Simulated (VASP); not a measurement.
Here is the system:

```
CELL_PARAMETERS angstrom
      2.78209     0.00000     0.00000
      0.00000     2.78209     0.00000
      0.00000     0.00000     2.78209
ATOMIC_POSITIONS crystal
  Cr 0.00000 0.00000 0.00000
  Cr 0.50000 0.50000 0.50000
```
Starting moments (μB, in the order of the record's atoms Cr Cr): 1.2 -1.2.

All values below come from revTPSS meta-GGA, VASP's PBE PAW potentials (set 64) (plane waves; VASP). Numerical set-up: 520 eV cut-off, 13×13×13 Γ-centred mesh, first-order Methfessel-Paxton smearing of 0.10 eV, potentials Cr_pv.

Give the stress tensor in GPa (positive for a compressed cell).

```
15.58   0.00   0.00
 0.00  15.58   0.00
 0.00   0.00  15.58
```
The pressure is its mean diagonal, 15.58 GPa.

The compound is Cr in the bcc, AFM order structure. This cell is one point of a volume scan, at 0.94 of the reference volume.
